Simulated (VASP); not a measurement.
# Cr (Chromium): cell size against the level of theory, part 3 of 4

Which functional gives the lattice of Cr (Chromium) as experiment finds it, and is a dearer one worth its cost? The start is a cell from a database of measured crystal structures.

VASP 6.6.1, plane waves and PAW; the level of theory is named at each step.

So far. Step 5 (The orders side by side): The session goes on in the lowest magnetic state found: antiferromagnetic, q = (1/2, 1/2, 1/2). Runs that ended non-magnetic differ by up to 4.7 meV an atom among themselves, which is the error from the unlike meshes of the cells. Step 6 (Relaxation with LDA): It ends with forces that vanish by symmetry and a pressure of -0.04 GPa. The volume lies -9.6 % from that of the database's start, which holds the thermal and zero-point expansion of its experiment.

## 7. Relaxation with PBEsol

This step: PBEsol, spin-polarised from an antiferromagnetic start; plane waves and PAW (Cr_pv) (VASP 6.6.1).

PBEsol restores the gradient expansion of exchange and is tuned for the cells of solids.

Contents of INCAR:

```
SYSTEM = Cr
PREC = Accurate
ENCUT = 520
EDIFF = 1E-06
NELM = 100
ISMEAR = -1
SIGMA = 0.05
LREAL = .FALSE.
ALGO = Normal
GGA = PS
NBANDS = 19
ISPIN = 2
MAGMOM = 0.24 -0.24
LASPH = .TRUE.
LMAXMIX = 4
LORBIT = 11
LWAVE = .FALSE.
LCHARG = .FALSE.
KPAR = 4
IBRION = 2
NSW = 60
ISIF = 3
EDIFFG = -0.01
```

Contents of POSCAR:

```
Cr
1.0
   -2.8839000000      2.8839000000      2.8839000000
    0.0000000000      0.0000000000      2.8839000000
    0.0000000000      2.8839000000      0.0000000000
Cr
2
Direct
    0.0000000000      0.0000000000      0.0000000000
    0.5000000000      0.0000000000      0.0000000000
```

Contents of KPOINTS:

```
Automatic mesh
0
Gamma
11 11 11
0 0 0
```

The projector-augmented-wave data sets are Cr_pv (PBE family, release 64).

Command:

```console
> mpirun -np 4 vasp_std
```

What it wrote:

```text
[banner, memory and clock lines left out]
running    4 mpi-ranks, on    1 nodes
 distrk:  each k-point on    1 cores,    4 groups
 distr:  one band on    1 cores,    1 groups

 POSCAR found type information on POSCAR Cr
 POSCAR found :  1 types and       2 ions
 [... a notice as in an earlier step ...]

 LDA part: xc-table for (Slater+PW92), standard interpolation
 POSCAR, INCAR and KPOINTS ok, starting setup
 FFT: planning ... GRIDC
 FFT: planning ... GRID_SOFT
 FFT: planning ... GRID
 WAVECAR not read
 entering main loop
       N       E                     dE             d eps       ncg     rms          rms(c)
DAV:   1     0.238736630893E+03    0.23874E+03   -0.13950E+04  4256   0.154E+03
DAV:   2    -0.159746305408E+02   -0.25471E+03   -0.24919E+03  4324   0.439E+02
DAV:   3    -0.241625369123E+02   -0.81879E+01   -0.80717E+01  4519   0.936E+01
DAV:   4    -0.242894018505E+02   -0.12686E+00   -0.12673E+00  5592   0.107E+01
DAV:   5    -0.242917942244E+02   -0.23924E-02   -0.23891E-02  4974   0.133E+00    0.188E+01
DAV:   6    -0.203839640008E+02    0.39078E+01   -0.17413E+01  4475   0.485E+01    0.306E+00
DAV:   7    -0.204144676912E+02   -0.30504E-01   -0.86987E-01  4688   0.610E+00    0.191E+00
DAV:   8    -0.203919847221E+02    0.22483E-01   -0.46383E-02  4720   0.251E+00    0.105E+00
DAV:   9    -0.203907419513E+02    0.12428E-02   -0.57390E-03  5231   0.791E-01    0.284E-01
DAV:  10    -0.203908710479E+02   -0.12910E-03   -0.28269E-03  4747   0.463E-01    0.237E-01
DAV:  11    -0.203918358711E+02   -0.96482E-03   -0.44247E-03  5509   0.413E-01    0.276E-01
DAV:  12    -0.203886884368E+02    0.31474E-02   -0.71415E-02  5322   0.193E+00    0.169E-01
DAV:  13    -0.203879184385E+02    0.77000E-03   -0.24048E-02  5383   0.109E+00    0.970E-02
DAV:  14    -0.203877877673E+02    0.13067E-03   -0.21488E-02  5351   0.107E+00    0.569E-02
DAV:  15    -0.203877979748E+02   -0.10207E-04   -0.18205E-03  4532   0.453E-01    0.231E-02
DAV:  16    -0.203878035416E+02   -0.55668E-05   -0.50070E-05  4808   0.780E-02    0.114E-02
DAV:  17    -0.203878031762E+02    0.36545E-06   -0.11711E-05  4340   0.281E-02    0.720E-03
DAV:  18    -0.203878028945E+02    0.28164E-06   -0.13992E-06  2685   0.155E-02
   1 F= -.20387803E+02 E0= -.20381521E+02  d E =-.203878E+02  mag=     0.0000
 curvature:   0.00 expect dE= 0.000E+00 dE for cont linesearch  0.000E+00
 trial: gam= 0.00000 g(F)=  0.161E-61 g(S)=  0.536E+00 ort = 0.000E+00 (trialstep = 0.100E+01)
 search vector abs. value=  0.536E+00
 bond charge predicted
       N       E                     dE             d eps       ncg     rms          rms(c)
DAV:   1    -0.340230092730E+02   -0.13635E+02   -0.27591E+02  4322   0.208E+02    0.447E+01
DAV:   2    -0.206752401972E+02    0.13348E+02   -0.49362E+01  4290   0.883E+01    0.980E+00
DAV:   3    -0.202778948925E+02    0.39735E+00   -0.11883E+00  4570   0.106E+01    0.723E+00
DAV:   4    -0.201374634468E+02    0.14043E+00   -0.18238E-01  4419   0.517E+00    0.117E+00
DAV:   5    -0.201338418224E+02    0.36216E-02   -0.20588E-02  4996   0.147E+00    0.403E-01
DAV:   6    -0.201340080964E+02   -0.16627E-03   -0.15718E-03  5587   0.269E-01    0.195E-01
DAV:   7    -0.201337690439E+02    0.23905E-03   -0.23471E-04  4353   0.130E-01    0.967E-02
DAV:   8    -0.201337086159E+02    0.60428E-04   -0.16253E-05  4374   0.464E-02    0.321E-03
DAV:   9    -0.201337090592E+02   -0.44332E-06   -0.30876E-07  2661   0.679E-03
   2 F= -.20133709E+02 E0= -.20128509E+02  d E =0.254094E+00  mag=    -0.0000
[...]
3 F= -.20492960E+02 E0= -.20487211E+02  d E =-.105157E+00  mag=    -0.0000
[...]
4 F= -.20493122E+02 E0= -.20487385E+02  d E =-.105319E+00  mag=     0.0000
[...]
5 F= -.20493087E+02 E0= -.20487357E+02  d E =-.105284E+00  mag=     0.0000
[...]
6 F= -.20493083E+02 E0= -.20487340E+02  d E =0.433902E-05  mag=     0.0000
 trial-energy change:    0.000004  1 .order   -0.000011   -0.000116    0.000094
 step:   0.3888(harm=  0.4856)  dis= 0.00000  next Energy=   -20.493112 (dE=-0.245E-04)
 bond charge predicted
       N       E                     dE             d eps       ncg     rms          rms(c)
DAV:   1    -0.204939743546E+02   -0.89181E-03   -0.17382E-02  4274   0.177E+00    0.255E-01
DAV:   2    -0.204931426635E+02    0.83169E-03   -0.41389E-03  4270   0.706E-01    0.430E-02
DAV:   3    -0.204931285264E+02    0.14137E-04   -0.28623E-05  4582   0.645E-02    0.248E-02
DAV:   4    -0.204931219077E+02    0.66187E-05   -0.90201E-06  4478   0.340E-02    0.703E-03
DAV:   5    -0.204931217486E+02    0.15915E-06   -0.24688E-07  2458   0.595E-03
   7 F= -.20493122E+02 E0= -.20487386E+02  d E =-.345972E-04  mag=    -0.0000
 curvature:  -0.23 expect dE=-0.419E-06 dE for cont linesearch -0.419E-06
 trial: gam= 0.00000 g(F)=  0.469E-59 g(S)=  0.184E-05 ort =-0.156E-04 (trialstep = 0.779E+00)
 search vector abs. value=  0.184E-05
 reached required accuracy - stopping structural energy minimisation
```

Elapsed: 41 s, on 4 MPI ranks of Intel Xeon 6975P-C (Granite Rapids), shared host; peak memory 0.8 GiB.

From OUTCAR (step 7):

```text
   NELECT =      24.0000    total number of electrons

 E-fermi :  11.3569

 spin component 1
 k-point     1 :       0.0000    0.0000    0.0000
  band No.  band energies     occupation
    ...
      8       6.7853      1.00000
      9       6.7853      1.00000
     10      10.4118      1.00000
     11      10.4118      1.00000
     12      10.4118      1.00000
     13      12.5405      0.00000
     14      12.5405      0.00000
     15      13.9730      0.00000
     16      13.9730      0.00000
     17      13.9730      0.00000
    ...

 k-point     2 :       0.0909    0.0000    0.0000
  band No.  band energies     occupation
    ...
      8       6.8833      1.00000
      9       6.8977      1.00000
     10      10.4030      1.00000
     11      10.4030      1.00000
     12      10.4764      1.00000
     13      12.4033      0.00000
     14      12.5925      0.00000
     15      13.7233      0.00000
     16      13.7233      0.00000
     17      13.8921      0.00000
    ...

  Total       -0.0050398     -0.0050398     -0.0050398      0.0000000     -0.0000000      0.0000000
  in kB       -0.3629508     -0.3629508     -0.3629508      0.0000000     -0.0000000      0.0000000
  external PRESSURE =      -0.3629508 kB  Pullay stress =       0.0000000 kB

 POSITION                                       TOTAL-FORCE (eV/Angst)
 -----------------------------------------------------------------------------------
     -0.00000      0.00000      0.00000         0.000000      0.000000      0.000000
     -1.40624      1.40624      1.40624        -0.000000     -0.000000     -0.000000
 -----------------------------------------------------------------------------------
    total drift:                                0.000000     -0.000000     -0.000000

  FREE ENERGIE OF THE ION-ELECTRON SYSTEM (eV)
  ---------------------------------------------------
  free  energy   TOTEN  =       -20.4931217486 eV

  energy  without entropy=      -20.4816505424  energy(sigma->0) =      -20.48738615

 magnetization (x)
# of ion       s       p       d       tot
------------------------------------------
    1        0.000   0.000   0.001   0.001
    2       -0.000  -0.000  -0.001  -0.001
--------------------------------------------------
tot          0.000   0.000   0.000   0.000

[... 8 parts as in an earlier step ...]

[... 10 further parts left out ...]
```

The PAW data sets were made with PBE, which is usual practice but a small mismatch for other functionals.

Relaxation path:

```tsv
step	energy less that of the first step (eV)	largest force (eV/Å)	pressure (GPa)	volume (Å³)
1	0.0000	0.0000	-18.18	23.99
2	0.2541	0.0000	48.02	19.56
3	-0.1052	0.0000	-0.90	22.31
4	-0.1053	0.0000	-0.18	22.25
5	-0.1053	0.0000	0.31	22.22
6	-0.1053	0.0000	-0.25	22.28
7	-0.1053	0.0000	-0.04	22.25
```

```tsv
cell as run	before	after	change
a (Å)	4.995	4.871	-2.5 %
b (Å)	2.884	2.812	-2.5 %
c (Å)	2.884	2.812	-2.5 %
volume (Å³/atom)	11.99	11.12	-7.2 %
```

The relaxed structure:

```xyz
2
Lattice="-2.8125 2.8125 2.8125 0.0000 0.0000 2.8125 0.0000 2.8125 0.0000" Properties=species:S:1:pos:R:3 pbc="T T T"
Cr    0.0000    0.0000    0.0000
Cr   -1.4062    1.4062    1.4062
```

This step gave:

| Item | Value |
| --- | --- |
| free energy (TOTEN) | -20.49 eV |
| energy at zero smearing | -20.49 eV |
| Fermi energy | 11.36 eV |
| pressure | -0.03630 GPa |
| SCF cycles over all ionic steps | 56 |

It ends at 11.12 Å³/atom, -7.2 % from the start, with -0.04 GPa left. The conventional cell has a = 2.812 Å. The moments are lost on the way, which shrinks a magnet's cell; a magnetic solution may have been missed.

## 8. Relaxation with PBE

This step: PBE, spin-polarised from an antiferromagnetic start; plane waves and PAW (Cr_pv) (VASP 6.6.1).

PBE, the usual starting point, adds the gradient of the density.

Changes to INCAR since step 7:

```diff
@@ -9,3 +9,3 @@
 ALGO = Normal
-GGA = PS
+GGA = PE
 NBANDS = 19
```

POSCAR is that of step 7.

KPOINTS is that of step 7.

Command:

```console
> mpirun -np 4 vasp_std
```

What it wrote:

```text
[banner, memory and clock lines left out]
running    4 mpi-ranks, on    1 nodes
[...]
LDA part: xc-table for (Slater+PW92), standard interpolation
 POSCAR, INCAR and KPOINTS ok, starting setup
[...]
entering main loop
       N       E                     dE             d eps       ncg     rms          rms(c)
DAV:   1     0.240244957018E+03    0.24024E+03   -0.13991E+04  4256   0.154E+03
DAV:   2    -0.141577044294E+02   -0.25440E+03   -0.24888E+03  4321   0.439E+02
DAV:   3    -0.223328266428E+02   -0.81751E+01   -0.80587E+01  4531   0.935E+01
DAV:   4    -0.224604461980E+02   -0.12762E+00   -0.12749E+00  5590   0.107E+01
[...]
DAV:  15    -0.190112585817E+02   -0.21390E-04   -0.19095E-04  4601   0.184E-01    0.130E-02
DAV:  16    -0.190112596316E+02   -0.10499E-05   -0.17616E-05  5508   0.433E-02    0.623E-03
DAV:  17    -0.190112593600E+02    0.27159E-06   -0.61172E-06  2741   0.167E-02
   1 F= -.19011259E+02 E0= -.19005095E+02  d E =-.190113E+02  mag=    -0.0000
[... from here on, the cycles between the ionic steps are left out ...]
   2 F= -.18957203E+02 E0= -.18951556E+02  d E =0.540567E-01  mag=    -0.0000
   3 F= -.19039669E+02 E0= -.19033797E+02  d E =-.284101E-01  mag=     0.0000
   4 F= -.19039678E+02 E0= -.19033811E+02  d E =-.284190E-01  mag=     0.0000
[...]
reached required accuracy - stopping structural energy minimisation
```

The job ended after 29 s (4 MPI ranks; peak memory 0.78 GiB).

OUTCAR, selected parts (step 8):

```text
  Total       -0.0021555     -0.0021555     -0.0021555      0.0000000     -0.0000000      0.0000000
  in kB       -0.1498047     -0.1498047     -0.1498047      0.0000000     -0.0000000      0.0000000
  external PRESSURE =      -0.1498047 kB  Pullay stress =       0.0000000 kB

 POSITION                                       TOTAL-FORCE (eV/Angst)
 -----------------------------------------------------------------------------------
     -0.00000      0.00000      2.84607        -0.000000     -0.000000     -0.000000
     -1.42303      4.26910      1.42303         0.000000      0.000000      0.000000
 -----------------------------------------------------------------------------------
    total drift:                                0.000000      0.000000      0.000000

  FREE ENERGIE OF THE ION-ELECTRON SYSTEM (eV)
  ---------------------------------------------------
  free  energy   TOTEN  =       -19.0396783895 eV

  energy  without entropy=      -19.0279436577  energy(sigma->0) =      -19.03381102

 magnetization (x)
# of ion       s       p       d       tot
------------------------------------------
    1        0.000   0.000   0.005   0.005
    2       -0.000  -0.000  -0.005  -0.005
--------------------------------------------------
tot          0.000   0.000   0.000   0.000

[... 2 parts as in an earlier step ...]

[... 2 further parts left out ...]
[key lines of the parts left out:]
E-fermi :  10.9931
```

Relaxation path:

```tsv
step	energy less that of the first step (eV)	largest force (eV/Å)	pressure (GPa)	volume (Å³)
1	0.0000	0.0000	-9.46	23.99
2	0.0541	0.0000	19.41	21.61
3	-0.0284	0.0000	-0.19	23.07
4	-0.0284	0.0000	-0.01	23.05
```

```tsv
cell as run	before	after	change
a (Å)	4.995	4.930	-1.3 %
b (Å)	2.884	2.846	-1.3 %
c (Å)	2.884	2.846	-1.3 %
volume (Å³/atom)	11.99	11.53	-3.9 %
```

Final coordinates:

```cif
data_structure
_symmetry_space_group_name_H-M 'P 1'
_symmetry_Int_Tables_number 1
_cell_length_a 4.9295
_cell_length_b 2.8461
_cell_length_c 2.8461
_cell_angle_alpha 90.000
_cell_angle_beta 54.736
_cell_angle_gamma 54.736
_cell_volume 23.05
loop_
_atom_site_label
_atom_site_type_symbol
_atom_site_fract_x
_atom_site_fract_y
_atom_site_fract_z
_atom_site_occupancy
Cr1 Cr 0.00000 0.00000 0.00000 1
Cr2 Cr 0.50000 0.00000 0.00000 1
```

It ends at 11.53 Å³/atom, -3.9 % from the start, with -0.01 GPa left. The conventional cell has a = 2.846 Å. Against its usual tendency, PBE gives a cell smaller than the listed one. The moments are lost on the way, which shrinks a magnet's cell; a magnetic solution may have been missed.

## 9. Relaxation with r2SCAN

This step: r2SCAN, spin-polarised from an antiferromagnetic start; plane waves and PAW (Cr_pv) (VASP 6.6.1).

r2SCAN adds the kinetic-energy density, costs more than a GGA and is run with LASPH.

Changes to INCAR since step 8:

```diff
@@ -9,3 +9,4 @@
 ALGO = Normal
-GGA = PE
+METAGGA = R2SCAN
+LASPH = .TRUE.
 NBANDS = 19
@@ -13,3 +14,2 @@
 MAGMOM = 0.24 -0.24
-LASPH = .TRUE.
 LMAXMIX = 4
```

POSCAR is that of step 8.

KPOINTS is that of step 8.

Command:

```console
> mpirun -np 4 vasp_std
```

What it wrote:

```text
[banner, memory and clock lines left out]
running    4 mpi-ranks, on    1 nodes
[...]
[... a notice as in an earlier step ...]

 LDA part: xc-table for (None), standard interpolation
 POSCAR, INCAR and KPOINTS ok, starting setup
[...]
entering main loop
       N       E                     dE             d eps       ncg     rms          rms(c)
DAV:   1     0.234729067921E+03    0.23473E+03   -0.14294E+04  4256   0.158E+03
DAV:   2    -0.292447365185E+02   -0.26397E+03   -0.25827E+03  4310   0.453E+02
DAV:   3    -0.382213084043E+02   -0.89766E+01   -0.88096E+01  4706   0.989E+01
DAV:   4    -0.383772427813E+02   -0.15593E+00   -0.15547E+00  5584   0.120E+01
[...]
DAV:  28    -0.300791266438E+02   -0.17705E-04   -0.35692E-05  5358   0.352E-02    0.102E-02
DAV:  29    -0.300791285345E+02   -0.18906E-05   -0.30294E-06  4048   0.124E-02    0.485E-03
DAV:  30    -0.300791289894E+02   -0.45500E-06   -0.87278E-07  2343   0.709E-03
   1 F= -.30079129E+02 E0= -.30077482E+02  d E =-.300791E+02  mag=     0.0000
[...]
DAV:  17    -0.301409206919E+02   -0.27128E-06   -0.32933E-09  2200   0.569E-04
   2 F= -.30140921E+02 E0= -.30140637E+02  d E =-.617917E-01  mag=    -0.0000
 trial-energy change:   -0.061792  1 .order   -0.065434   -0.188376    0.057508
 step:   0.7494(harm=  0.7661)  dis= 0.00000  next Energy=   -30.148183 (dE=-0.691E-01)
[...]
N       E                     dE             d eps       ncg     rms          rms(c)
DAV:   1    -0.304944420011E+02   -0.35352E+00   -0.66020E+00  4364   0.326E+01    0.628E+00
DAV:   2    -0.301164875285E+02    0.37795E+00   -0.16724E+00  4514   0.142E+01    0.357E+00
DAV:   3    -0.301480650278E+02   -0.31577E-01   -0.14401E-01  4620   0.301E+00    0.140E+00
DAV:   4    -0.301481201596E+02   -0.55132E-04   -0.12877E-02  4910   0.108E+00    0.656E-01
[...]
DAV:   9    -0.301475904629E+02   -0.47358E-05   -0.21953E-05  5416   0.381E-02    0.750E-03
DAV:  10    -0.301475854088E+02    0.50541E-05   -0.36765E-06  4142   0.108E-02    0.429E-03
DAV:  11    -0.301475849325E+02    0.47629E-06   -0.11174E-07  2266   0.280E-03
   3 F= -.30147585E+02 E0= -.30146996E+02  d E =-.684559E-01  mag=     0.0000
[...]
reached required accuracy - stopping structural energy minimisation
```

It took 1.9 min on 4 MPI ranks; peak memory 0.82 GiB; 7.3 min of CPU time.

OUTCAR, selected parts (step 9):

```text
  Total       -0.0015055     -0.0015055     -0.0015055      0.0000000      0.0000000     -0.0000000
  in kB       -0.0922580     -0.0922580     -0.0922580      0.0000000      0.0000000     -0.0000000
  external PRESSURE =      -0.0922580 kB  Pullay stress =       0.0000000 kB

 POSITION                                       TOTAL-FORCE (eV/Angst)
 -----------------------------------------------------------------------------------
     -0.00000      0.00000      0.00000        -0.000000      0.000000     -0.000000
     -1.48401      1.48401      1.48401         0.000000     -0.000000      0.000000
 -----------------------------------------------------------------------------------
    total drift:                                0.000000     -0.000000     -0.000000

  FREE ENERGIE OF THE ION-ELECTRON SYSTEM (eV)
  ---------------------------------------------------
  free  energy   TOTEN  =       -30.1475849325 eV

  energy  without entropy=      -30.1464076894  energy(sigma->0) =      -30.14699631

 magnetization (x)
# of ion       s       p       d       tot
------------------------------------------
    1        0.099   0.044   2.588   2.730
    2       -0.099  -0.044  -2.588  -2.730
--------------------------------------------------
tot          0.000  -0.000   0.000  -0.000

[... 2 parts as in an earlier step ...]

[... 2 further parts left out ...]
[key lines of the parts left out:]
E-fermi :   9.6887
```

The magnetic order is the only one that the search above brought to convergence with its moments; longer or canted patterns were not tried. The cell is doubled for it, so bands and modes from the zone boundary of the chemical cell fold onto Γ and the labels are those of the larger cell. SCAN-type functionals tend to overstate the moments of itinerant magnets.

Step by step:

```tsv
step	energy less that of the first step (eV)	largest force (eV/Å)	pressure (GPa)	volume (Å³)
1	0.0000	0.0000	10.78	23.99
2	-0.0618	0.0000	-2.93	26.90
3	-0.0685	0.0000	-0.01	26.15
```

```tsv
cell as run	before	after	change
a (Å)	4.995	5.141	+2.9 %
b (Å)	2.884	2.968	+2.9 %
c (Å)	2.884	2.968	+2.9 %
volume (Å³/atom)	11.99	13.07	+9.0 %
```

Final coordinates:

```xyz
2
Lattice="-2.9680 2.9680 2.9680 0.0000 0.0000 2.9680 0.0000 2.9680 0.0000" Properties=species:S:1:pos:R:3 pbc="T T T"
Cr    0.0000    0.0000    0.0000
Cr   -1.4840    1.4840    1.4840
```

Spin moment in the PAW sphere by atom:

```tsv
atom	spin moment in the PAW sphere (μB)
Cr1	2.73
Cr2	-2.73
```

It ends at 13.07 Å³/atom, +9.0 % from the start, with -0.01 GPa left. The conventional cell has a = 2.968 Å. The largest moment is 2.73 μB.

(Continued in part 4 of 4.)

[Lines on the potential files, build, host, timing and source positions are cut from VASP's logs without a mark.]

[Logs are printed without paths, hosts, clocks, repeated set-up lines and the standing remarks that a program may print on its own settings, such as how far it seeks lower states.]

[Hosts, paths, dates, database ids (printed as entryN), source tags and the programs' standing remarks are cut or masked in the printed files.]

[A measured line is paired with the nearest computed mode of its activity, which favours agreement.]
